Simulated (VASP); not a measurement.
Computed with PBE GGA, VASP's PBE PAW potentials (set 64) (plane waves; VASP).

Input for VASP

### INCAR
```
# general
SYSTEM   =  SiNi2
PREC     =  Accurate
ENCUT    =  180   # plane-wave cut-off (eV)
LREAL    =  F
LASPH    =  T

# electronic loop
EDIFF    =  1E-6   # SCF stop (eV)
NELM     =  100   # most electronic steps
ALGO     =  Normal
LMAXMIX  =  4   # l cut-off of mixed one-centre charges

# smearing
ISMEAR   =  1   # Methfessel-Paxton
SIGMA    =  0.05   # width (eV)

# functional
GGA      =  PE   # PBE

# ions
IBRION   =  2   # conjugate gradients
NSW      =  50
ISIF     =  3   # ions, shape and volume
EDIFFG   =  -0.01   # ionic stop

# output
LWAVE    =  F
LCHARG   =  F
```

KPOINTS:
```
kpoints
0
Gamma
3 3 3
```

### POSCAR
```
SiNi2
1.0
  4.8730450000   0.0000000000   0.0000000000
  0.0000000000   3.6555500000   0.0000000000
  0.0000000000   0.0000000000   6.9229470000
Si Ni
4 8
Cart
  1.4170814860   0.9138875000   4.2461203130
  3.4559635140   2.7416625000   2.6768266870
  1.0194410140   2.7416625000   0.7846468130
  3.8536039860   0.9138875000   6.1383001870
  2.2312698446   0.9138875000   2.0266927343
  2.6417751554   2.7416625000   4.8962542658
  0.2052526554   2.7416625000   5.4881662342
  4.6677923446   0.9138875000   1.4347807657
  1.6025008483   0.9138875000   6.5044548538
  3.2705441518   2.7416625000   0.4184921461
  0.8340216517   2.7416625000   3.0429813538
  4.0390233482   0.9138875000   3.8799656462
```

POTCAR, in this order: Si Ni (PBE.64 set). Program: vasp_std.

The run wrote:

File OSZICAR:
```
       N       E                     dE             d eps       ncg     rms          rms(c)
DAV:   1     0.303194211527E+03    0.30319E+03   -0.21195E+04   912   0.802E+02
DAV:   2    -0.599890728422E+02   -0.36318E+03   -0.34206E+03   915   0.226E+02
DAV:   3    -0.808469752325E+02   -0.20858E+02   -0.20285E+02  1036   0.604E+01
DAV:   4    -0.812474517185E+02   -0.40048E+00   -0.39898E+00   992   0.816E+00
DAV:   5    -0.812546135517E+02   -0.71618E-02   -0.71524E-02  1056   0.101E+00    0.492E+01
DAV:   6    -0.765610908893E+02    0.46935E+01   -0.30563E+02   993   0.109E+02    0.272E+01
DAV:   7    -0.623727561212E+02    0.14188E+02   -0.66594E+01  1002   0.576E+01    0.106E+01
DAV:   8    -0.628977496860E+02   -0.52499E+00   -0.63849E+00  1174   0.208E+01    0.696E+00
DAV:   9    -0.627425463723E+02    0.15520E+00   -0.33689E+00  1269   0.290E+01    0.559E+00
DAV:  10    -0.624364301570E+02    0.30612E+00   -0.75803E-01  1172   0.136E+01    0.115E+00
DAV:  11    -0.624438325648E+02   -0.74024E-02   -0.64142E-02   989   0.127E+00    0.381E-01
DAV:  12    -0.624442005589E+02   -0.36799E-03   -0.22900E-03  1014   0.512E-01    0.142E-01
DAV:  13    -0.624440404803E+02    0.16008E-03   -0.91683E-04  1022   0.278E-01    0.459E-02
DAV:  14    -0.624440374924E+02    0.29879E-05   -0.49435E-05  1006   0.653E-02    0.184E-02
DAV:  15    -0.624440352067E+02    0.22857E-05   -0.11427E-05  1007   0.237E-02    0.554E-03
DAV:  16    -0.624440347679E+02    0.43884E-06   -0.74654E-07   488   0.613E-03
   1 F= -.62444035E+02 E0= -.62443288E+02  d E =-.624440E+02
       N       E                     dE             d eps       ncg     rms          rms(c)
```

**OUTCAR**
```
------------------------ aborting loop because EDIFF is reached ----------------------------------------
  FORCE on cell =-STRESS in cart. coord.  units (eV):
  Direction    XX          YY          ZZ          XY          YZ          ZX
  --------------------------------------------------------------------------------------
  Total     -121.8850861   -121.5859008   -120.0330585      0.0000000      0.0000000      0.0000000
  in kB    -1583.4960835  -1579.6091545  -1559.4350724      0.0000000      0.0000000      0.0000000
  external PRESSURE =   -1574.1801034 kB  Pullay stress =       0.0000000 kB
  volume of cell :      123.32
      direct lattice vectors                 reciprocal lattice vectors
     4.873045000  0.000000000  0.000000000     0.205210500  0.000000000  0.000000000
     0.000000000  3.655550000  0.000000000     0.000000000  0.273556647  0.000000000
     0.000000000  0.000000000  6.922947000     0.000000000  0.000000000  0.144447155
 POSITION                                       TOTAL-FORCE (eV/Angst)
 -----------------------------------------------------------------------------------
      1.41708      0.91389      4.24612         0.001519     -0.000000     -0.028193
      3.45596      2.74166      2.67683        -0.001519      0.000000      0.028193
      1.01944      2.74166      0.78465        -0.001519      0.000000     -0.028193
      3.85360      0.91389      6.13830         0.001519      0.000000      0.028193
      2.23127      0.91389      2.02669         0.183230     -0.000000     -0.104770
      2.64178      2.74166      4.89625        -0.183230      0.000000      0.104770
      0.20525      2.74166      5.48817        -0.183230     -0.000000     -0.104770
      4.66779      0.91389      1.43478         0.183230      0.000000      0.104770
      1.60250      0.91389      6.50445         0.019845     -0.000000     -0.059525
      3.27054      2.74166      0.41849        -0.019845      0.000000      0.059525
      0.83402      2.74166      3.04298        -0.019845     -0.000000     -0.059525
      4.03902      0.91389      3.87997         0.019845     -0.000000      0.059525
 -----------------------------------------------------------------------------------
    total drift:                                0.000000      0.000000     -0.000000
  FREE ENERGIE OF THE ION-ELECTRON SYSTEM (eV)
  ---------------------------------------------------
  free  energy   TOTEN  =       -62.4440347679 eV

  energy  without entropy=      -62.4417933096  energy(sigma->0) =      -62.44328762
```
(Selected blocks of OUTCAR.)

### stdout
```
...
       N       E                     dE             d eps       ncg     rms          rms(c)
DAV:   1     0.303194211527E+03    0.30319E+03   -0.21195E+04   912   0.802E+02
DAV:   2    -0.599890728422E+02   -0.36318E+03   -0.34206E+03   915   0.226E+02
DAV:   3    -0.808469752325E+02   -0.20858E+02   -0.20285E+02  1036   0.604E+01
DAV:   4    -0.812474517185E+02   -0.40048E+00   -0.39898E+00   992   0.816E+00
DAV:   5    -0.812546135517E+02   -0.71618E-02   -0.71524E-02  1056   0.101E+00    0.492E+01
DAV:   6    -0.765610908893E+02    0.46935E+01   -0.30563E+02   993   0.109E+02    0.272E+01
DAV:   7    -0.623727561212E+02    0.14188E+02   -0.66594E+01  1002   0.576E+01    0.106E+01
DAV:   8    -0.628977496860E+02   -0.52499E+00   -0.63849E+00  1174   0.208E+01    0.696E+00
DAV:   9    -0.627425463723E+02    0.15520E+00   -0.33689E+00  1269   0.290E+01    0.559E+00
DAV:  10    -0.624364301570E+02    0.30612E+00   -0.75803E-01  1172   0.136E+01    0.115E+00
DAV:  11    -0.624438325648E+02   -0.74024E-02   -0.64142E-02   989   0.127E+00    0.381E-01
DAV:  12    -0.624442005589E+02   -0.36799E-03   -0.22900E-03  1014   0.512E-01    0.142E-01
DAV:  13    -0.624440404803E+02    0.16008E-03   -0.91683E-04  1022   0.278E-01    0.459E-02
DAV:  14    -0.624440374924E+02    0.29879E-05   -0.49435E-05  1006   0.653E-02    0.184E-02
DAV:  15    -0.624440352067E+02    0.22857E-05   -0.11427E-05  1007   0.237E-02    0.554E-03
DAV:  16    -0.624440347679E+02    0.43884E-06   -0.74654E-07   488   0.613E-03
   1 F= -.62444035E+02 E0= -.62443288E+02  d E =-.624440E+02
 curvature:   0.00 expect dE= 0.000E+00 dE for cont linesearch  0.000E+00
 trial: gam= 0.00000 g(F)=  0.951E-02 g(S)=  0.177E+03 ort = 0.000E+00 (trialstep = 0.100E+01)
 search vector abs. value=  0.177E+03
 bond charge predicted
       N       E                     dE             d eps       ncg     rms          rms(c)

 -----------------------------------------------------------------------------
|                                                                             |
|     EEEEEEE  RRRRRR   RRRRRR   OOOOOOO  RRRRRR      ###     ###     ###     |
|     E        R     R  R     R  O     O  R     R     ###     ###     ###     |
|     E        R     R  R     R  O     O  R     R     ###     ###     ###     |
|     EEEEE    RRRRRR   RRRRRR   O     O  RRRRRR       #       #       #      |
|     E        R   R    R   R    O     O  R   R                               |
|     E        R    R   R    R   O     O  R    R      ###     ###     ###     |
|     EEEEEEE  R     R  R     R  OOOOOOO  R     R     ###     ###     ###     |
|                                                                             |
|     ERROR FEXCP: supplied Exchange-correletion table                        |
|      is too small, maximal index : 4036                                     |
|                                                                             |
|       ---->  I REFUSE TO CONTINUE WITH THIS SICK JOB ... BYE!!! <----       |
|                                                                             |
 -----------------------------------------------------------------------------
```

VASP stops with an error: ERROR FEXCP: supplied Exchange-correletion table is too small, maximal index : 4036 ----> I REFUSE TO CONTINUE WITH THIS SICK JOB ... BYE!!! <----

The run did not end as a converged relaxation. At this cut-off the stress carries a Pulay error, which pulls relaxed volumes low.

The structure comes from a computed database's SiNi2 entry; how it stands against other phases isn't given here. The cell was not relaxed at this level. The k-mesh is coarse (spacing up to 0.57 per Å, 2π included), so the numbers may not be converged in it. The run is one of a series of settings (EDIFFG = -0.01, ENCUT = 180, IBRION = 2, ISIF = 3, NSW = 50, KPOINTS 3×3×3 Γ-centred mesh against the base run), some of them coarse on purpose. The run is not spin-polarised, so no magnetic state was tried.
